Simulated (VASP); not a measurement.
The system is Hf2ZrGe3.

```
Zr Hf Ge
1.0
     4.29437    0.00000    0.00000
     0.00000    4.29437    0.00000
     0.00000    0.00000    7.50035
Zr Hf Ge
1 2 3
Direct
  0.00000 0.00000 0.00000
  0.00000 0.50000 0.00000
  0.50000 0.00000 0.00000
  0.50000 0.50000 0.79641
  0.50000 0.50000 0.20359
  0.50000 0.50000 0.50000
```

The cell was built by a generator and needn't be a form met in nature.

- Program: VASP 6.6.1
- Task: relaxation of cell and atoms
- Functional: PBE
- Potentials or basis: VASP PAW PBE potentials, release 64 (Zr_sv, Hf_pv, Ge_d)
- Cutoff: 520 eV
- k mesh: 4 × 4 × 3
- Occupations: gaussian, width 0.15 eV
- Spin: no spin polarisation

At the start: pressure 41.3 GPa; volume 23.05 Å³/atom.

Question: Where does the relaxation end?

Answer: Over 13 steps the energy falls by 1289.5 meV/atom and the volume is 34.08 Å³/atom (+47.8 %); space group P4/mmm (No. 123, to 0.05 Å).

Step by step:
```tsv
step	energy change (eV)	largest force (eV/Å)	pressure (GPa)	volume (Å³)
1	0.0000	1.4388	41.32	138.32
2	-4.3728	1.4620	-15.14	290.66
3	-7.2996	1.4014	-1.96	216.06
4	-7.3701	1.3745	-0.82	210.76
5	-7.3835	1.3415	-0.21	207.90
6	-7.5401	0.8799	-0.36	207.46
7	-7.6118	0.5112	-0.52	207.08
8	-7.6881	0.2657	-0.48	206.23
9	-7.7104	0.1957	-0.41	206.70
10	-7.7169	0.0178	-0.44	206.54
11	-7.7321	0.0519	-0.39	206.60
12	-7.7350	0.0865	0.32	203.57
13	-7.7370	0.0164	0.22	204.50
```

Final structure:
```xyz
6
Lattice="5.1737 0.0000 0.0000 0.0000 5.1737 0.0000 0.0000 0.0000 7.6401" Properties=species:S:1:pos:R:3 pbc="T T T"
Zr    0.0000    0.0000    0.0000
Hf    0.0000    2.5868    0.0000
Hf    2.5868    0.0000    0.0000
Ge    2.5868    2.5868    6.1978
Ge    2.5868    2.5868    1.4423
Ge    2.5868    2.5868    3.8200
```

Caveat: the k mesh is coarse (spacing up to 0.37 Å⁻¹), so the values aren't converged; the volume moved by over 15 % at a fixed basis, so the end points are rough; the relaxation stopped at a loose force limit of 0.08 eV/Å, so its end isn't a converged minimum.
